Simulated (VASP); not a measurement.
The input files of a VASP run:

**POSCAR**
```
SnO
1
    3.8121258538     0.0000000000     0.0000000000
    0.0000000000     3.8121258538    -0.0000000000
    0.0000000000     0.0000000000     4.8484510017
Sn O
2 2
Direct
  0.5000000000   0.0000000000   0.7629587702
  0.0000000000   0.5000000000   0.2370412298
  0.5000000000   0.5000000000   0.0000000000
  0.0000000000   0.0000000000   0.0000000000
```

### INCAR
```
ALGO = Normal
EDIFF = 1E-6
EDIFFG = -0.02
ENCUT = 580
IBRION = 2
ISIF = 3
ISMEAR = 0
LASPH = .True.
LCHARG = .False.
LMAXMIX = 4
LMIXTAU = .True.
LREAL = .False.
LWAVE = .False.
METAGGA = R2SCAN
NELM = 100
NSW = 60
PREC = Accurate
SIGMA = 0.05
SYSTEM = SnO
```

### KPOINTS
```
Automatic
0
G
5 5 4
```

POTCAR, in this order: Sn_d O (PBE.64 set). Program: vasp_std.

Write an equivalent input for Ansatz.

One equivalent input (not run):
Ansatz 0.2 input:
```yaml
crystal:
  lattice:
    - [3.8121259, 0.0000000, 0.0000000]
    - [0.0000000, 3.8121259, 0.0000000]
    - [0.0000000, 0.0000000, 4.8484510]
  atoms:
    - { symbol: Sn, position: [0.5000000, 0.0000000, 0.7629588] }
    - { symbol: Sn, position: [0.0000000, 0.5000000, 0.2370412] }
    - { symbol: O, position: [0.5000000, 0.5000000, 0.0000000] }
    - { symbol: O, position: [0.0000000, 0.0000000, 0.0000000] }
kpoints:
  mp_grid: { grid: [5, 5, 4] }
hamiltonian:
  xc: r2scan
  pseudopotentials: { kind: paw }
scf:
  occupations: { method: gaussian, width: 0.05 }
  max_iter: 100
relax:
  max_steps: 60
  f_tol: 0.02
  cell: {}
output: { forces: true, stress: true, eigenvalues: true }
```
The two are equivalent in intent, not identical: each code has its own PAW files, so the cut-off isn't converted (ENCUT is set for VASP's; basis.ecutwfc is left out, and Ansatz then takes the one that its files recommend); Ansatz stops its SCF on the density residual and VASP on the energy change (EDIFF).

The compound is SnO in the litharge structure. This run relaxes it. Symmetry was kept, so distortions that lower it aren't found. The start is the result of an earlier pass.
